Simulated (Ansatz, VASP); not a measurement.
# One calculation of P2Se2O, two programs

```
P Se O
1.0
     4.84853    0.00000    0.00000
    -2.42427    4.19895    0.00000
     0.00000    0.00000    4.20913
P Se O
2 2 1
Cartesian
  2.4243 1.3997 3.1841
  2.4243 1.3997 1.0250
  0.0000 0.0000 2.1046
  0.0000 2.7993 2.1046
  0.0000 0.0000 0.0000
```

Alike in both runs: functional PBE; dispersion D3(BJ); k mesh 12 × 12 × 10; occupations gaussian, width 0.1 eV; no spin polarisation.

Ansatz relaxed the structure, and its values are those at the end. VASP's run is a single point on that final structure, the one shown.

```csv
,VASP,Ansatz
version,VASP 6.6.1,Ansatz 0.2.0
potentials or method,"VASP PAW PBE potentials, release 64 (P, Se, O)","scalar-relativistic, plane waves, PAW"
plane-wave cutoff (eV),520,420
valence electrons in the cell,28,48
```

Ansatz gave:

```
gap on the k mesh at the Fermi level (eV) : none
pressure (GPa)                            : 0.0
rms of the force components (eV/Å)        : 0.000
```

Q: Estimate VASP's values.

A: gap on the k mesh at the Fermi level (eV): none; pressure (GPa): -0.1; rms of the force components (eV/Å): 0.008.

A gap of «none» marks a metal or a gap that the smearing closes. The two sets of potentials don't hold the same shells in valence.

Caveats: pairwise dispersion overbinds metals, which lowers pressure and volume.
